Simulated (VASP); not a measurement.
Output of a VASP run:

### OSZICAR
```
       N       E                     dE             d eps       ncg     rms          rms(c)
DAV:   1     0.153531125796E+03    0.15353E+03   -0.80918E+03  1156   0.143E+03
DAV:   2     0.114500524812E+02   -0.14208E+03   -0.13865E+03  1160   0.391E+02
DAV:   3    -0.692044873459E+01   -0.18371E+02   -0.18014E+02  1340   0.134E+02
DAV:   4    -0.771357951259E+01   -0.79313E+00   -0.79039E+00  1332   0.299E+01
DAV:   5    -0.774352800753E+01   -0.29948E-01   -0.29944E-01  1588   0.577E+00    0.532E+00
DAV:   6    -0.769285747425E+01    0.50671E-01   -0.11036E-01  1396   0.287E+00    0.343E+00
DAV:   7    -0.769344624186E+01   -0.58877E-03   -0.37934E-02  1348   0.110E+00    0.180E+00
DAV:   8    -0.769485390601E+01   -0.14077E-02   -0.20138E-03  1380   0.342E-01    0.441E-01
DAV:   9    -0.769481437443E+01    0.39532E-04   -0.12862E-03  1400   0.343E-01    0.137E-01
DAV:  10    -0.769492266443E+01   -0.10829E-03   -0.18373E-04  1180   0.973E-02    0.348E-02
DAV:  11    -0.769493102146E+01   -0.83570E-05   -0.92204E-06  1424   0.288E-02    0.164E-02
DAV:  12    -0.769493607717E+01   -0.50557E-05   -0.71953E-06  1012   0.162E-02    0.131E-02
DAV:  13    -0.769493691079E+01   -0.83362E-06   -0.48952E-07   704   0.951E-03
   1 F= -.84954494E+01 E0= -.84954494E+01  d E =-.446680E-11  mag=    -0.0000    -0.0000     0.0000
       N       E                     dE             ncg
       N       E                     dE             ncg
       N       E                     dE             ncg
```

### OUTCAR
```
------------------------ aborting loop because EDIFF is reached ----------------------------------------
 Edisp (eV)   -0.80051
  FORCE on cell =-STRESS in cart. coord.  units (eV):
  Direction    XX          YY          ZZ          XY          YZ          ZX
  --------------------------------------------------------------------------------------
  Total      -0.00354    -0.00354    -0.00354     0.00000     0.00000    -0.00000
  in kB      -0.09052    -0.09052    -0.09052     0.00000     0.00000    -0.00000
  external pressure =       -0.09 kB  Pullay stress =        0.00 kB
  volume of cell :       62.66
      direct lattice vectors                 reciprocal lattice vectors
     0.000000000  3.152516758  3.152516758    -0.158603439  0.158603439  0.158603439
     3.152516758  0.000000000  3.152516758     0.158603439 -0.158603439  0.158603439
     3.152516758  3.152516758  0.000000000     0.158603439  0.158603439 -0.158603439
 POSITION                                       TOTAL-FORCE (eV/Angst)
 -----------------------------------------------------------------------------------
      3.15252      3.15252      3.15252        -0.000000      0.000000      0.000000
      0.00000      0.00000      0.00000         0.000000      0.000000     -0.000000
 -----------------------------------------------------------------------------------
    total drift:                               -0.000000      0.000000      0.000000
  FREE ENERGIE OF THE ION-ELECTRON SYSTEM (eV)
  ---------------------------------------------------
  free  energy   TOTEN  =        -8.4954493910 eV

  energy  without entropy=       -8.4954493910  energy(sigma->0) =       -8.49544939

 Ion:    1  E_soc:     -0.2021734

 Ion:    2  E_soc:     -0.0955210
```
(Selected blocks of OUTCAR.)

POSCAR:
```
SnTe
1
    0.0000000000     3.1525167581     3.1525167581
    3.1525167581     0.0000000000     3.1525167581
    3.1525167581     3.1525167581     0.0000000000
Te Sn
1 1
Direct
  0.5000000000   0.5000000000   0.5000000000
  0.0000000000   0.0000000000   0.0000000000
```

Task: Reconstruct the remaining input files.

Result: This is not unique; one that fits is the input of the run itself, PBE GGA with D3 dispersion (Becke-Johnson damping) with spin-orbit coupling, plane waves, VASP's PBE PAW potentials (set 64).

File KPOINTS_OPT:
```
k-points along high-symmetry lines
8
Line-mode
Reciprocal
  0.000000   0.000000   0.000000 ! GAMMA
  0.500000   0.000000   0.500000 ! X

  0.500000   0.000000   0.500000 ! X
  0.625000   0.250000   0.625000 ! U

  0.375000   0.375000   0.750000 ! K
  0.000000   0.000000   0.000000 ! GAMMA

  0.000000   0.000000   0.000000 ! GAMMA
  0.500000   0.500000   0.500000 ! L

  0.500000   0.500000   0.500000 ! L
  0.500000   0.250000   0.750000 ! W

  0.500000   0.250000   0.750000 ! W
  0.500000   0.000000   0.500000 ! X
```

File KPOINTS:
```
Automatic
0
gamma
7 7 7
0 0 0
```

INCAR:
```
SYSTEM = SnTe
PREC = Accurate
ENCUT = 400
EDIFF = 1E-6
NELM = 100
ALGO = Normal
LREAL = .FALSE.
LASPH = .TRUE.
ISMEAR = 0
SIGMA = 0.05
GGA = PE
IVDW = 12
LMAXMIX = 4
LWAVE = .FALSE.
LCHARG = .FALSE.
LSORBIT = .TRUE.
MAGMOM = 0 0 0 0 0 0
GGA_COMPAT = .FALSE.
```

POTCAR, in this order: Te Sn_d (PBE.64 set). Program: vasp_ncl.

The structure comes from a measured SnTe entry (Fm-3m) of the Crystallography Open Database, whose conditions weren't checked. It was relaxed first.
